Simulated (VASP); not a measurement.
```yaml
crystal:
  lattice:
    - [2.16691, -3.74072, 0.00000]
    - [2.16691, 3.74072, 0.00000]
    - [0.00000, 0.00000, 7.18797]
  atoms:
    - { symbol: Cd, position: [0.66667, 0.33333, 0.50000] }
    - { symbol: Cd, position: [0.33333, 0.66667, 0.00000] }
    - { symbol: Se, position: [0.66667, 0.33333, 0.87600] }
    - { symbol: Se, position: [0.34235, 0.67568, 0.37600] }
```

Method: PBE GGA, VASP's PBE PAW potentials (set 64) (plane waves; VASP). Settings: 400 eV cut-off, KSPACING 0.16 per Å, Gaussian smearing of 0.050 eV, potentials Cd Se.

Gaps are read on the run's mesh, which can miss a band edge.

**Question.** Predict the energy per atom (σ→0), band gap (on the k-mesh) with the smallest direct gap where there is one.

**Answer.** 
| Property | Value |
|---|---|
| band gap (on the k-mesh) | 0.56 eV |
| smallest direct gap (on the k-mesh) | 0.56 eV |
| energy per atom (σ→0) | -2.742 eV/atom |

The compound is CdSe in the wurtzite structure. The cell was not relaxed at this level, atoms are displaced from their ideal sites. The run is one of a series of settings (KGAMMA = .TRUE., KSPACING = 0.16, KPOINTS file removed against the base run), some of them coarse on purpose.
